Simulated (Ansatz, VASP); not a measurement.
# Cross-check of TePt4 (Te/Pt(100)) between VASP and Ansatz, part 2 of 2

Wanted: the spread between two codes on one cell, functional and k mesh. Of the first pair: The structure shown is the start of the Ansatz relaxation below; VASP solves that cell, so the two are compared at the walk's first step.

VASP 6.6.1 and Ansatz 0.2.0.

So far: Set-up; Ansatz: relaxation, PBE; VASP: single point, PBE, start cell, pair 1.

**4. Comparison**

Known differences besides the potentials themselves: the data sets hold 88 valence electrons in Ansatz (on its default PAW (the set named soft_2) files) and 46 in VASP; the cutoff is 420 eV in Ansatz and 400 eV in VASP. Total energies have different zeros and are not compared.

Forces (eV/Å; atoms numbered as in POSCAR):

```csv
atom,"Ansatz x, y, z","VASP x, y, z"
Pt1,"0.000, 0.000, -0.050","0.000, 0.000, -0.034"
Pt2,"0.000, 0.000, -0.139","0.000, 0.000, -0.138"
Pt3,"0.000, 0.000, -0.737","0.000, 0.000, -0.740"
Pt4,"0.000, 0.000, 0.177","0.000, 0.000, 0.172"
Te5,"0.000, 0.000, 0.749","0.000, 0.000, 0.739"
```

The forces differ by 5.1 meV/Å r.m.s., which is 1.9 % of the r.m.s. force of 0.276 eV/Å (both taken over all components). Where the cell holds vacuum, a pressure given here is an average over it and none of the material.

**5. Ansatz: relaxation, PBE**

This run makes the geometry at which the two programs are then compared.

The structure compared here is the end of the Ansatz relaxation.

This is the run of step 2 again, met here at its other cell.

**6. VASP: single point, PBE, relaxed atoms in a fixed cell, pair 2**

The same cell, functional, mesh and smearing now go to VASP, with its own data sets.

The input, INCAR:

```
SYSTEM = TePt4
PREC = Accurate
ENCUT = 400
EDIFF = 1E-06
NELM = 120
ISMEAR = -1
SIGMA = 0.1
LREAL = .FALSE.
ALGO = Normal
GGA = PE
NBANDS = 29
LASPH = .TRUE.
LORBIT = 11
LWAVE = .FALSE.
LCHARG = .FALSE.
ISIF = 2
LDIPOL = .TRUE.
IDIPOL = 3
DIPOL = 0.5 0.5 0.501
LVHAR = .TRUE.
GGA_COMPAT = .FALSE.
NELMDL = -8
KPAR = 4
```

The input, POSCAR:

```
TePt4
1.0
    2.7718585823      0.0000000000      0.0000000000
    0.0000000000      2.7718585823      0.0000000000
    0.0000000000      0.0000000000     26.0324954228
Pt Te
4 1
Direct
    0.5000000000      0.5000000000      0.3457217548
    0.0000000000      0.0000000000      0.4210122703
    0.5000000000      0.5000000000      0.4983513061
    0.0000000000      0.0000000000      0.5778845881
    0.5000000000      0.5000000000      0.6645326314
```

The input, KPOINTS:

```
Automatic mesh
0
Gamma
11 11 1
0 0 0
```

Potentials, in the order of the species: Pt and Te (PBE family, release 64).

Launch:

```
$ mpirun -np 4 vasp_std
```

Numbers of over 12 decimals in the logs are rounded to 6 here.

Output:

```text
[... set-up lines as in an earlier step ...]
 entering main loop
       N       E                     dE             d eps       ncg     rms          rms(c)
DAV:   1     0.280787185997E+03    0.28079E+03   -0.17338E+04  1218   0.109E+03
DAV:   2    -0.915667294145E+01   -0.28994E+03   -0.27249E+03  1575   0.242E+02
DAV:   3    -0.265268541993E+02   -0.17370E+02   -0.16266E+02  1515   0.585E+01
DAV:   4    -0.270935876880E+02   -0.56673E+00   -0.55867E+00  1586   0.105E+01
[...]
DAV:  34    -0.256476350059E+02   -0.11371E-05   -0.17716E-07   779   0.220E-03    0.171E-03
DAV:  35    -0.256476361192E+02   -0.11133E-05   -0.72145E-08   764   0.130E-03    0.181E-03
DAV:  36    -0.256476369505E+02   -0.83131E-06   -0.62371E-08   787   0.901E-04
   1 F= -.25647637E+02 E0= -.25538705E+02  d E =-.217863E+00
```

From OUTCAR (step 6):

```text
  Total        6.6611415      6.6611415     -0.0910329      0.0000000     -0.0000000      0.0000000
  in kB       53.3582165     53.3582165     -0.7292074      0.0000000     -0.0000000      0.0000000
  external PRESSURE =      35.3290752 kB  Pullay stress =       0.0000000 kB

 POSITION                                       TOTAL-FORCE (eV/Angst)
 -----------------------------------------------------------------------------------
      1.38593      1.38593      9.00000         0.000000     -0.000000     -0.016778
      0.00000      0.00000     10.96000         0.000000     -0.000000      0.031669
      1.38593      1.38593     12.97333        -0.000000     -0.000000     -0.005617
      0.00000      0.00000     15.04378         0.000000      0.000000      0.000861
      1.38593      1.38593     17.29944         0.000000      0.000000     -0.010134
 -----------------------------------------------------------------------------------
    total drift:                                0.000000     -0.000000     -0.000138

  FREE ENERGIE OF THE ION-ELECTRON SYSTEM (eV)
  ---------------------------------------------------
  free  energy   TOTEN  =       -25.6476369505 eV

  energy  without entropy=      -25.4297739179  energy(sigma->0) =      -25.53870543

[... 2 parts as in an earlier step ...]

[... 1 further part left out ...]
[key lines of the parts left out:]
E-fermi :   1.9975
```

**7. Side by side**

What differs besides the data sets and the points named for the pairs above, as far as they apply: the data sets hold 88 valence electrons in Ansatz (on its default PAW (the set named soft_2) files) and 46 in VASP. Total energies have different zeros and are not compared.

The two programs side by side:

```csv
quantity,Ansatz,VASP,difference
"work function, lower of the two faces (eV)",3.38,3.38,0.00
"work function, higher of the two faces (eV)",5.70,5.70,0.00
```

The largest component of a force difference here is 16 meV/Å. Where the cell holds vacuum, a pressure given here is an average over it and none of the material.

**8. Ansatz: single point, PBE, pair 3**

With cell and atoms fixed, the geometry can't cause a difference; cores, projectors, grids and the points listed under the comparison can. This pair takes another composition, TePt16, with 17 atoms.

The cell is taken from a series of runs on this material, whose earlier steps may have relaxed, scaled, displaced or heated it; both programs get it as it stands.

The input, input.yaml:

```yaml
crystal:
  lattice:
    - [5.5437171646, 0.0, 0.0]
    - [0.0, 5.5437171646, 0.0]
    - [0.0, 0.0, 26.0324954228]
  atoms:
    - { symbol: Pt, position: [0.25, 0.25, 0.3457217548] }
    - { symbol: Pt, position: [0.0, 0.0, 0.4210122703] }
    - { symbol: Pt, position: [0.25, 0.25, 0.4976603011] }
    - { symbol: Pt, position: [-0.006541603, -0.006541603, 0.577291262] }
    - { symbol: Pt, position: [0.25, 0.75, 0.3457217548] }
    - { symbol: Pt, position: [0.0, 0.5, 0.4210122703] }
    - { symbol: Pt, position: [0.25, 0.75, 0.4981651932] }
    - { symbol: Pt, position: [-0.006541603, 0.506541603, 0.577291262] }
    - { symbol: Pt, position: [0.75, 0.25, 0.3457217548] }
    - { symbol: Pt, position: [0.5, 0.0, 0.4210122703] }
    - { symbol: Pt, position: [0.75, 0.25, 0.4981651932] }
    - { symbol: Pt, position: [0.506541603, -0.006541603, 0.577291262] }
    - { symbol: Pt, position: [0.75, 0.75, 0.3457217548] }
    - { symbol: Pt, position: [0.5, 0.5, 0.4210122703] }
    - { symbol: Pt, position: [0.75, 0.75, 0.5004893419] }
    - { symbol: Pt, position: [0.506541603, 0.506541603, 0.577291262] }
    - { symbol: Te, position: [0.25, 0.25, 0.642349824] }
kpoints:
  mp_grid: { grid: [6, 6, 1] }
hamiltonian:
  xc: pbe
  pseudopotentials: { kind: paw, source: jth }
scf:
  occupations: { method: fermi_dirac, width: 0.1 }
  convergence: { dr2_threshold: 1.0e-08 }
efield:
  axis: 3
  dipole_correction: true
  ramp_position: 0.97
  ramp_width: 0.06
output:
  write_potential: true
  write_density: true
  volumetric_format: npy
```

Launch:

```
$ ansatz run input.yaml --threads 4 --pin off --max-ram 12288MiB --backend cpu --events-out ev --progress --plain --runs-dir out
```

Output:

```text
[...]
k-point 0: bands = [... 79 lower, 2.2047, 2.3396, 2.4791, 2.4791, 2.7844, 2.8096, 2.8540, 3.0978, ... 13 higher]
  k-point 1: bands = [... 79 lower, 2.2239, 2.2262, 2.3749, 2.4685, 2.4940, 2.6284, 2.6899, 2.8142, ... 13 higher]
  k-point 2: bands = [... 79 lower, 2.0908, 2.1427, 2.1551, 2.2578, 2.2595, 2.3230, 2.4820, 2.5006, ... 13 higher]
  k-point 9: bands = [... 79 lower, 1.2755, 1.3965, 1.8337, 1.8337, 2.2251, 2.2300, 2.2944, 2.2944, ... 13 higher]
[key lines of the parts left out:]
SCF converged after 14 iterations
Free energy (F): -167607.526079 eV
Fermi energy:    2.248588 eV
Dipole field:    D = 0.047233 V/Å  (p = 0.208834 e·Å, saw-weighted, corrected)
Work function:   Φ+ = 4.4582 eV   Φ− = 5.6878 eV
```

**9. VASP: single point, PBE, pair 3**

The same cell, functional, mesh and smearing now go to VASP, with its own data sets.

INCAR, as its differences from that of step 6:

```diff
@@ -1,2 +1,2 @@
-SYSTEM = TePt4
+SYSTEM = TePt16
 PREC = Accurate
@@ -10,3 +10,3 @@
 GGA = PE
-NBANDS = 29
+NBANDS = 102
 LASPH = .TRUE.
@@ -18,3 +18,3 @@
 IDIPOL = 3
-DIPOL = 0.5 0.5 0.501
+DIPOL = 0.5 0.5 0.471
 LVHAR = .TRUE.
```

The input, POSCAR:

```
TePt16
1.0
    5.5437171646      0.0000000000      0.0000000000
    0.0000000000      5.5437171646      0.0000000000
    0.0000000000      0.0000000000     26.0324954228
Pt Te
16 1
Direct
    0.2500000000      0.2500000000      0.3457217548
    0.0000000000      0.0000000000      0.4210122703
    0.2500000000      0.2500000000      0.4976603011
    0.9934583970      0.9934583970      0.5772912620
    0.2500000000      0.7500000000      0.3457217548
    0.0000000000      0.5000000000      0.4210122703
    0.2500000000      0.7500000000      0.4981651932
    0.9934583970      0.5065416030      0.5772912620
    0.7500000000      0.2500000000      0.3457217548
    0.5000000000      0.0000000000      0.4210122703
    0.7500000000      0.2500000000      0.4981651932
    0.5065416030      0.9934583970      0.5772912620
    0.7500000000      0.7500000000      0.3457217548
    0.5000000000      0.5000000000      0.4210122703
    0.7500000000      0.7500000000      0.5004893419
    0.5065416030      0.5065416030      0.5772912620
    0.2500000000      0.2500000000      0.6423498240
```

The input, KPOINTS:

```
Automatic mesh
0
Gamma
6 6 1
0 0 0
```

Launch:

```
$ mpirun -np 4 vasp_std
```

Output:

```text
[banner, memory and clock lines left out]
running    4 mpi-ranks, on    1 nodes
[...]
|                                                                             |
|               ----> ADVICE to this user running VASP <----                  |
|                                                                             |
|     You have a (more or less) 'large supercell' and for larger cells it     |
|     might be more efficient to use real-space projection operators.         |
|     Therefore, try LREAL= Auto in the INCAR file.                           |
|     Mind: For very accurate calculation, you might also keep the            |
|     reciprocal projection scheme (i.e. LREAL=.FALSE.).                      |
|                                                                             |

 LDA part: xc-table for (Slater+PW92), standard interpolation
 POSCAR, INCAR and KPOINTS ok, starting setup
[...]
entering main loop
       N       E                     dE             d eps       ncg     rms          rms(c)
DAV:   1     0.104058327545E+04    0.10406E+04   -0.61645E+04  2040   0.111E+03
DAV:   2    -0.201841413462E+02   -0.10608E+04   -0.97400E+03  2568   0.250E+02
DAV:   3    -0.998326428417E+02   -0.79649E+02   -0.73470E+02  2416   0.658E+01
DAV:   4    -0.102873099463E+03   -0.30405E+01   -0.29468E+01  2628   0.122E+01
[...]
DAV:  38    -0.970753786843E+02   -0.26250E-05   -0.26775E-07  1380   0.178E-03    0.193E-03
DAV:  39    -0.970753823502E+02   -0.36659E-05   -0.15441E-07  1374   0.137E-03    0.184E-03
DAV:  40    -0.970753832899E+02   -0.93962E-06   -0.60450E-08  1302   0.770E-04
   1 F= -.97075383E+02 E0= -.96657884E+02  d E =-.834999E+00
```

Parts of OUTCAR (step 9):

```text
  Total       -6.1342080     -6.1342080     -0.0212533      0.0000000      0.0000000      0.0000000
  in kB      -12.2843208    -12.2843208     -0.0425618      0.0000000      0.0000000      0.0000000
  external PRESSURE =      -8.2037345 kB  Pullay stress =       0.0000000 kB

 POSITION                                       TOTAL-FORCE (eV/Angst)
 -----------------------------------------------------------------------------------
      1.38593      1.38593      9.00000         0.000000     -0.000000     -0.256348
      0.00000      0.00000     10.96000        -0.042583     -0.042583      0.086202
      1.38593      1.38593     12.95534         0.000000     -0.000000     -0.005868
      5.50745      5.50745     15.02833         0.004791      0.004791     -0.007732
      1.38593      4.15779      9.00000         0.000000     -0.000000     -0.025459
      0.00000      2.77186     10.96000        -0.042583      0.042583      0.086202
      1.38593      4.15779     12.96848         0.000000     -0.000000     -0.005830
      5.50745      2.80812     15.02833         0.004791     -0.004791     -0.007732
      4.15779      1.38593      9.00000         0.000000     -0.000000     -0.025459
      2.77186      0.00000     10.96000         0.042583     -0.042583      0.086202
      4.15779      1.38593     12.96848         0.000000     -0.000000     -0.005830
      2.80812      5.50745     15.02833        -0.004791      0.004791     -0.007732
      4.15779      4.15779      9.00000         0.000000     -0.000000      0.034676
      2.77186      2.77186     10.96000         0.042583      0.042583      0.086202
[...]
-----------------------------------------------------------------------------------
    total drift:                                0.000000      0.000000      0.000576

  FREE ENERGIE OF THE ION-ELECTRON SYSTEM (eV)
  ---------------------------------------------------
  free  energy   TOTEN  =       -97.0753832899 eV

  energy  without entropy=      -96.2403843120  energy(sigma->0) =      -96.65788380

[... 3 further parts left out ...]
[key lines of the parts left out:]
E-fermi :   0.2235
```

**10. Differences**

What differs besides the data sets and the points named for the pairs above, as far as they apply: the cutoff is 750 eV in Ansatz and 400 eV in VASP. Total energies have different zeros and are not compared.

The two programs side by side:

```csv
quantity,Ansatz,VASP,difference
"work function, lower of the two faces (eV)",4.46,4.46,0.00
"work function, higher of the two faces (eV)",5.69,5.68,0.00
```

Where the cell holds vacuum, a pressure given here is an average over it and none of the material.

**11. Outcome**

```yaml
r_m_s_force_difference_single_point_pbe_start_cell_pair_1: 1.9 % of the r.m.s. force
difference_in_work_function_lower_of_the_two_faces_single_point_pbe_relaxed_atoms_in_a_fixed_cell_pair_2: 0.0025 eV
difference_in_work_function_lower_of_the_two_faces_single_point_pbe_pair_3: -0.0043 eV
```

The r.m.s. force difference is 1.9 % of the r.m.s. force (single point, PBE, start cell, pair 1), within the 3 % picked in this series as the mark of a large difference. The data sets hold unlike numbers of valence electrons (88 in Ansatz and 46 in VASP), so part of the differences may come from the potentials. 1 further pair of this series is not shown here. How closely two codes agree says nothing of how well the functional describes the real material.

[Lines on the potential files, build, host, timing and source positions are cut from VASP's logs without a mark.]

[Logs are printed without paths, hosts, clocks, repeated set-up lines and the standing remarks that a program may print on its own settings, such as how far it seeks lower states.]

[Hosts, paths, dates, database ids (printed as entryN), source tags and the programs' standing remarks are cut or masked in the printed files.]
